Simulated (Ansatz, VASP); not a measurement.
# GaN: VASP beside Ansatz

One calculation is typed for both programs; each brings its own data sets. How far apart do they land? The cell is taken from a series of runs on this material, whose earlier steps may have relaxed, scaled, displaced or heated it; both programs get it as it stands.

Calculated with Ansatz 0.2.0; plane waves, with VASP 6.6.1 beside it; G0W0 gap at r2SCAN.

**1. Set-up**

Symmetry: F-43m, No. 216, cubic system. The conventional cell has a = 4.507 Å, b = 4.507 Å, c = 4.507 Å, α = 90.00°, β = 90.00°, γ = 90.00°. Nearest to Ga lie 4 N at 1.95 Å. N has 4 Ga at 1.95 Å nearest. Farther neighbours and most contacts between anions are not listed.

Structure file:

```
Ga N
1.0
     0.00000    2.25350    2.25350
     2.25350    0.00000    2.25350
     2.25350    2.25350    0.00000
Ga N
1 1
Direct
  0.00000 0.00000 0.00000
  0.75000 0.75000 0.75000
```

**2. VASP: G0W0 gap, r2SCAN**

Quasiparticle shifts depend on high empty states and on the cores, so they are the hardest test of two PAW sets.

Lines of VASP's logs that name or quote its potential files are left out, and so is its time.

The run reads the wave functions of an earlier VASP run, which isn't shown here.

INCAR reads:

```
SYSTEM = GaN
PREC = Accurate
ENCUT = 450
ISMEAR = 0
SIGMA = 0.01
LREAL = .FALSE.
METAGGA = R2SCAN
LASPH = .TRUE.
NBANDS = 64
ALGO = EVGW0
NELMGW = 1
ENCUTGW = 100
NOMEGA = 64
PRECFOCK = Fast
NBANDSGW = 24
LWAVE = .FALSE.
LCHARG = .FALSE.
```

POSCAR reads:

```
GaN
1.0
    0.0000000000      2.2535006075      2.2535006075
    2.2535006075      0.0000000000      2.2535006075
    2.2535006075      2.2535006075      0.0000000000
Ga N
1 1
Direct
    0.0000000000      0.0000000000      0.0000000000
    0.7500000000      0.7500000000      0.7500000000
```

KPOINTS reads:

```
Automatic mesh
0
Gamma
6 6 6
0 0 0
```

Potentials, in the order of the species: Ga_d_GW and N_GW (PBE family, release 64).

Command:

```sh
$ mpirun -np 8 vasp_std
```

Numbers of over 12 decimals in the logs are rounded to 6 here.

Log:

```text
[banner, memory and clock lines left out]
running    8 mpi-ranks, on    1 nodes
 distrk:  each k-point on    8 cores,    1 groups
 distr:  one band on    1 cores,    8 groups

 POSCAR found type information on POSCAR GaN
 POSCAR found :  2 types and       2 ions
|                                                                             |
|           W    W    AA    RRRRR   N    N  II  N    N   GGGG   !!!           |
|           W    W   A  A   R    R  NN   N  II  NN   N  G    G  !!!           |
|           W    W  A    A  R    R  N N  N  II  N N  N  G       !!!           |
|           W WW W  AAAAAA  RRRRR   N  N N  II  N  N N  G  GGG   !            |
|           WW  WW  A    A  R   R   N   NN  II  N   NN  G    G                |
|           W    W  A    A  R    R  N    N  II  N    N   GGGG   !!!           |
|                                                                             |
|     For optimal performance we recommend to set                             |
|       NCORE = 2 up to number-of-cores-per-socket                            |
|     NCORE specifies how many cores store one orbital (NPAR=cpu/NCORE).      |
|     This setting can greatly improve the performance of VASP for DFT.       |
|     The default, NCORE=1 might be grossly inefficient on modern             |
|     multi-core architectures or massively parallel machines. Do your        |
|     Unfortunately you need to use the default for GW and RPA                |
|     calculations (for HF NCORE is supported but not extensively tested      |
|     yet).                                                                   |
|                                                                             |

|                                                                             |
|               ----> ADVICE to this user running VASP <----                  |
|                                                                             |
|     You enforced a specific xc type in the INCAR file but a different       |
|     [... a line on the potential file left out ...]
|     I HOPE YOU KNOW WHAT YOU ARE DOING!                                     |
|                                                                             |

|                                                                             |
|           W    W    AA    RRRRR   N    N  II  N    N   GGGG   !!!           |
|           W    W   A  A   R    R  NN   N  II  NN   N  G    G  !!!           |
|           W    W  A    A  R    R  N N  N  II  N N  N  G       !!!           |
|           W WW W  AAAAAA  RRRRR   N  N N  II  N  N N  G  GGG   !            |
|           WW  WW  A    A  R   R   N   NN  II  N   NN  G    G                |
|           W    W  A    A  R    R  N    N  II  N    N   GGGG   !!!           |
|                                                                             |
|     The default for ENCUTGWSOFT is different in this version of VASP.       |
|     please manually set ENCUTGWSOFT =100 in the INCAR file.                 |
|                                                                             |

 LDA part: xc-table for (None), standard interpolation
 found WAVECAR, reading the header
 POSCAR, INCAR and KPOINTS ok, starting setup
 FFT: planning ... GRIDC
 FFT: planning ... GRID_SOFT
 FFT: planning ... GRID
 reading WAVECAR
 the WAVECAR file was read successfully
 initial charge from wavefunction
 available memory per node:    112.89 GB, setting MAXMEM to    115595

 The Fermi energy was updated, please check that it is located mid-gap
 values below the HOMO (VB) or above the LUMO (CB) will cause erroneous energies
 E-fermi :   5.8951

 calculate exact exchange contribution
 the WAVEDER file was read successfully
energies w=
    0.000    0.000    0.589    0.000    1.177    0.000    1.762    0.000
    2.343    0.000    2.919    0.000    3.489    0.000    4.053    0.000
    4.609    0.000    5.159    0.000    5.700    0.000    6.234    0.000
    6.761    0.000    7.281    0.000    7.794    0.000    8.301    0.000
    8.803    0.000    9.300    0.000    9.794    0.000   10.285    0.000
   10.774    0.000   11.262    0.000   11.751    0.000   12.241    0.000
   12.733    0.000   13.230    0.000   13.732    0.000   14.240    0.000
   14.757    0.000   15.284    0.000   15.822    0.000   16.375    0.000
   16.943    0.000   17.530    0.000   18.138    0.000   18.770    0.000
   19.429    0.000   20.120    0.000   20.847    0.000   21.614    0.000
   22.428    0.000   23.296    0.000   24.225    0.000   25.225    0.000
   26.308    0.000   27.485    0.000   28.775    0.000   30.197    0.000
   31.774    0.000   33.539    0.000   35.530    0.000   37.796    0.000
   40.402    0.000   43.435    0.000   47.011    0.000   51.292    0.000
   56.512    0.000   63.014    0.000   71.335    0.000   82.350    0.000
   97.603    0.000  120.079    0.000  156.430    0.000  225.044    0.000
 responsefunction array rank=      64
 LDA part: xc-table for (None), standard interpolation

 min. memory requirement per mpi rank    118.1 MB, per node    945.2 MB

 allocating   8 responsefunctions rank=    64
 shmem allocating  64 responsefunctions rank=    64
 response function shared by NCSHMEM nodes    1
 Doing            8  frequencies on each core in blocks of           64
NQ=   1    0.0000    0.0000    0.0000,
|.........|.........|.........|.........|.........|.........|.........|.........
 performed        262000 updates of chi_q(r,r)
 total number of BLAS operations          7.32 Gflops
NQ=   2    0.1667    0.0000    0.0000,
|.........|.........|.........|.........|.........|.........|.........|.........
 performed        733000 updates of chi_q(r,r)
 total number of BLAS operations         20.02 Gflops
NQ=   3    0.3333    0.0000    0.0000,
|.........|.........|.........|.........|.........|.........|.........|.........
 performed       1204000 updates of chi_q(r,r)
 total number of BLAS operations         30.23 Gflops
NQ=   4    0.5000    0.0000    0.0000,
|.........|.........|.........|.........|.........|.........|.........|.........
 performed       1602000 updates of chi_q(r,r)
 total number of BLAS operations         38.84 Gflops
NQ=   5    0.1667    0.1667    0.0000,
|.........|.........|.........|.........|.........|.........|.........|.........
 performed       2073000 updates of chi_q(r,r)
 total number of BLAS operations         52.43 Gflops
NQ=   6    0.3333    0.1667    0.0000,
|.........|.........|.........|.........|.........|.........|.........|.........
 performed       2809000 updates of chi_q(r,r)
 total number of BLAS operations         67.75 Gflops
NQ=   7    0.5000    0.1667    0.0000,
|.........|.........|.........|.........|.........|.........|.........|.........
 performed       3545000 updates of chi_q(r,r)
 total number of BLAS operations         83.07 Gflops
NQ=   8   -0.3333    0.1667    0.0000,
|.........|.........|.........|.........|.........|.........|.........|.........
 performed       4281000 updates of chi_q(r,r)
 total number of BLAS operations         99.61 Gflops
NQ=   9   -0.1667    0.1667    0.0000,
|.........|.........|.........|.........|.........|.........|.........|.........
 performed       4918000 updates of chi_q(r,r)
 total number of BLAS operations        113.94 Gflops
NQ=  10    0.3333    0.3333    0.0000,
|.........|.........|.........|.........|.........|.........|.........|.........
 performed       5389000 updates of chi_q(r,r)
 total number of BLAS operations        124.15 Gflops
NQ=  11    0.5000    0.3333    0.0000,
|.........|.........|.........|.........|.........|.........|.........|.........
 performed       6125000 updates of chi_q(r,r)
 total number of BLAS operations        140.07 Gflops
NQ=  12   -0.3333    0.3333    0.0000,
|.........|.........|.........|.........|.........|.........|.........|.........
 performed       6762000 updates of chi_q(r,r)
 total number of BLAS operations        153.87 Gflops
NQ=  13    0.5000    0.5000    0.0000,
|.........|.........|.........|.........|.........|.........|.........|.........
 performed       7117000 updates of chi_q(r,r)
 total number of BLAS operations        160.41 Gflops
NQ=  14    0.5000    0.3333    0.1667,
|.........|.........|.........|.........|.........|.........|.........|.........
 performed       7945000 updates of chi_q(r,r)
 total number of BLAS operations        175.68 Gflops
NQ=  15   -0.3333    0.3333    0.1667,
|.........|.........|.........|.........|.........|.........|.........|.........
 performed       8724000 updates of chi_q(r,r)
 total number of BLAS operations        191.26 Gflops
NQ=  16   -0.3333    0.5000    0.1667,
|.........|.........|.........|.........|.........|.........|.........|.........
 performed       9364000 updates of chi_q(r,r)
 total number of BLAS operations        206.21 Gflops
 resolving degeneracies of screened two electron integrals

 calculate QP shifts <psi_nk| G(iteration)W_0 |psi_nk>: iteration 1
 entering main loop
```

Parts of OUTCAR (step 2):

```text
ion  position               nearest neighbor table
   1  0.000  0.000  0.000-   2 1.95   2 1.95   2 1.95   2 1.95
   2  0.750  0.750  0.750-   1 1.95   1 1.95   1 1.95   1 1.95

  LATTYP: Found a face centered cubic cell.
 ALAT       =     4.5070012150

 Subroutine GETGRP returns: Found 24 space group operations
 (whereof 24 operations were pure point group operations)

The static configuration has the point symmetry T_d .

 Found     16 irreducible k-points:

   k-points           NKPTS =     16   k-points in BZ     NKDIM =    216   number of bands    NBANDS=     64

   dimension x,y,z NGX =    24 NGY =   24 NGZ =   24
   dimension x,y,z NGXF=    48 NGYF=   48 NGZF=   48

   ENCUT  =  450.0 eV  33.07 Ry    5.75 a.u.   5.51  5.51  5.51*2*pi/ulx,y,z

   NELECT =      18.0000    total number of electrons

  energy-cutoff  :      450.00
  volume of cell :       22.89
      direct lattice vectors                 reciprocal lattice vectors
     0.000000000  2.253500607  2.253500607    -0.221877020  0.221877020  0.221877020
     2.253500607  0.000000000  2.253500607     0.221877020 -0.221877020  0.221877020
     2.253500607  2.253500607  0.000000000     0.221877020  0.221877020 -0.221877020

 k-points in reciprocal lattice and weights: Automatic mesh
   0.00000000  0.00000000  0.00000000       0.005
   0.16666667  0.00000000  0.00000000       0.037
   0.33333333  0.00000000  0.00000000       0.037
   0.50000000  0.00000000  0.00000000       0.019
   0.16666667  0.16666667  0.00000000       0.028
   0.33333333  0.16666667  0.00000000       0.111
   0.50000000  0.16666667  0.00000000       0.111
  -0.33333333  0.16666667  0.00000000       0.111
  -0.16666667  0.16666667  0.00000000       0.056
[...]
-0.33333333  0.33333333  0.16666667       0.111
  -0.33333333  0.50000000  0.16666667       0.056

 E-fermi :   5.8951

 QP shifts <psi_nk| G(iteration)W_0 |psi_nk>: iteration 1
 for sc-GW calculations column KS-energies equals QP-energies in previous step
 and V_xc(KS)=  KS-energies - (<T + V_ion + V_H > + <T+V_H+V_ion>^1  + <V_x>^1)
 k-point   1 :       0.0000    0.0000    0.0000
  band No.  KS-energies  QP-energies   sigma(KS)   V_xc(KS)     V^pw_x(r,r')   Z            occupation Imag(sigma)
    ...
      6      -8.6851     -11.6348     -26.7577     -22.8159     -35.2993       0.7483       2.0000       0.1343
      7       4.8390       4.6505     -18.2950     -18.0533     -21.4148       0.7798       2.0000       0.0614
      8       4.8390       4.6505     -18.2950     -18.0533     -21.4148       0.7798       2.0000       0.0614
      9       4.8390       4.6505     -18.2950     -18.0533     -21.4148       0.7798       2.0000       0.0614
     10       6.9512       7.6776     -12.1728     -13.0706      -8.7736       0.8091       0.0000      -0.0534
     11      15.8383      16.4521     -10.2022     -10.9674      -5.2995       0.8022       0.0000      -0.1026
     12      15.8383      16.4521     -10.2022     -10.9674      -5.2995       0.8022       0.0000      -0.1026
     13      15.8383      16.4521     -10.2022     -10.9674      -5.2995       0.8022       0.0000      -0.1026
    ...

 k-point   2 :       0.1667    0.0000    0.0000
  band No.  KS-energies  QP-energies   sigma(KS)   V_xc(KS)     V^pw_x(r,r')   Z            occupation Imag(sigma)
    ...
      6      -8.6864     -11.6325     -26.7510     -22.8107     -35.2950       0.7477       2.0000       0.1353
      7       2.5259       2.1167     -16.7775     -16.2481     -20.0136       0.7728       2.0000       0.0769
      8       4.5612       4.3421     -18.0690     -17.7879     -21.2281       0.7792       2.0000       0.0635
      9       4.5612       4.3421     -18.0690     -17.7879     -21.2281       0.7792       2.0000       0.0635
     10       8.5957       9.4208     -12.8403     -13.8722      -9.3471       0.7996       0.0000      -0.0567
     11      14.7875      15.4774     -10.6848     -11.5491      -5.8604       0.7983       0.0000      -0.1004
     12      16.2055      16.8305     -10.3826     -11.1686      -5.3712       0.7951       0.0000      -0.1158
     13      16.2055      16.8305     -10.3826     -11.1686      -5.3712       0.7951       0.0000      -0.1158
    ...

 k-point   3 :       0.3333    0.0000    0.0000
  band No.  KS-energies  QP-energies   sigma(KS)   V_xc(KS)     V^pw_x(r,r')   Z            occupation Imag(sigma)
    ...
      6      -8.2679     -10.5742     -24.3231     -21.2178     -32.5476       0.7427       2.0000       0.3168
      7      -0.6297      -1.2356     -15.6008     -14.7867     -19.7125       0.7442       2.0000       0.1468
      8       4.0678       3.8042     -17.7150     -17.3759     -20.9535       0.7776       2.0000       0.0670
      9       4.0678       3.8042     -17.7150     -17.3759     -20.9535       0.7776       2.0000       0.0670
     10       9.8072      10.6198     -11.7338     -12.7425      -7.6773       0.8056       0.0000      -0.0675
     11      14.1763      14.9486     -12.0296     -13.0280      -7.0714       0.7735       0.0000      -0.1173
     12      16.1335      16.7014     -10.3548     -11.0690      -5.3855       0.7951       0.0000      -0.1217
     13      16.1335      16.7014     -10.3548     -11.0690      -5.3855       0.7951       0.0000      -0.1217
    ...

 k-point   4 :       0.5000    0.0000    0.0000
  band No.  KS-energies  QP-energies   sigma(KS)   V_xc(KS)     V^pw_x(r,r')   Z            occupation Imag(sigma)
    ...
      6      -7.5480      -9.5886     -24.1009     -21.3504     -32.2302       0.7419       2.0000       0.3377
      7      -2.3132      -2.9142     -14.2826     -13.4549     -18.6900       0.7262       2.0000       0.2301
      8       3.8428       3.5655     -17.5655     -17.2077     -20.8394       0.7750       2.0000       0.0689
      9       3.8428       3.5655     -17.5655     -17.2077     -20.8394       0.7750       2.0000       0.0689
     10       9.9965      10.7738     -11.2717     -12.2295      -7.1594       0.8115       0.0000      -0.0673
     11      14.2786      15.0211     -12.4802     -13.4606      -7.3207       0.7573       0.0000      -0.1310
     12      15.8289      16.3628     -10.2710     -10.9392      -5.3996       0.7989       0.0000      -0.1155
     13      15.8289      16.3628     -10.2710     -10.9392      -5.3996       0.7989       0.0000      -0.1155
    ...

[... 4 further parts left out ...]
```

(Part 1 of 2 ends here.)

[Lines on the potential files, build, host, timing and source positions are cut from VASP's logs without a mark.]

[Logs are printed without paths, hosts, clocks, repeated set-up lines and the standing remarks that a program may print on its own settings, such as how far it seeks lower states.]

[Hosts, paths, dates, database ids (printed as entryN), source tags and the programs' standing remarks are cut or masked in the printed files.]
